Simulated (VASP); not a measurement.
An input for Ansatz (written as the equivalent of a VASP run, and not itself run):

Ansatz 0.2 input:
```yaml
crystal:
  lattice:
    - [3.7002085, 0.0000000, 0.0000000]
    - [0.0000000, 3.7002085, 0.0000000]
    - [0.0000000, 0.0000000, 3.7002085]
  atoms:
    - { symbol: Tl, position: [0.0000000, 0.0000000, 0.0000000] }
    - { symbol: Br, position: [0.5000000, 0.5000000, 0.5000000] }
kpoints:
  mp_grid: { grid: [7, 7, 7] }
hamiltonian:
  xc: lda
  pseudopotentials: { kind: paw }
scf:
  occupations: { method: gaussian, width: 0.05 }
  max_iter: 100
relax:
  max_steps: 40
  f_tol: 0.02
  cell: { p_target: 5 }
output: { forces: true, stress: true, eigenvalues: true }
```

Problem. Write the VASP files for the same calculation (LDA).

Solution. One answer among several that fit: 
KPOINTS:
```
Automatic mesh
0
gamma
7 7 7
```

File POSCAR:
```
TlBr
1
    3.7002085132     0.0000000000     0.0000000000
    0.0000000000     3.7002085132     0.0000000000
   -0.0000000000    -0.0000000000     3.7002085132
Tl Br
1 1
Direct
  0.0000000000   0.0000000000   0.0000000000
  0.5000000000   0.5000000000   0.5000000000
```

INCAR:
```
# general
SYSTEM   =  TlBr
PREC     =  Accurate
ENCUT    =  500   # plane-wave cut-off (eV)
LREAL    =  F
LASPH    =  T

# electronic loop
EDIFF    =  1E-6   # SCF stop (eV)
NELM     =  100   # most electronic steps
ALGO     =  Normal   # blocked Davidson
LMAXMIX  =  4

# smearing
ISMEAR   =  0   # Gaussian
SIGMA    =  0.05

# ions
IBRION   =  2   # conjugate gradients
NSW      =  40
ISIF     =  3   # ions, shape and volume
EDIFFG   =  -0.02
PSTRESS  =  50   # kbar

# output
LWAVE    =  F
LCHARG   =  F
```

POTCAR, in this order: Tl_d Br (LDA.64 set). Program: vasp_std.

Limits of the translation: each code has its own PAW files, so the cut-off isn't converted (ENCUT is set for VASP's; basis.ecutwfc is left out, and Ansatz then takes the one that its files recommend); Ansatz stops its SCF on the density residual and VASP on the energy change (EDIFF); Ansatz's lda is the Perdew-Wang form, while the LDA potentials of VASP carry Perdew-Zunger's.

The compound is TlBr in the CsCl type structure. It was relaxed first under an external pressure of 5 GPa.
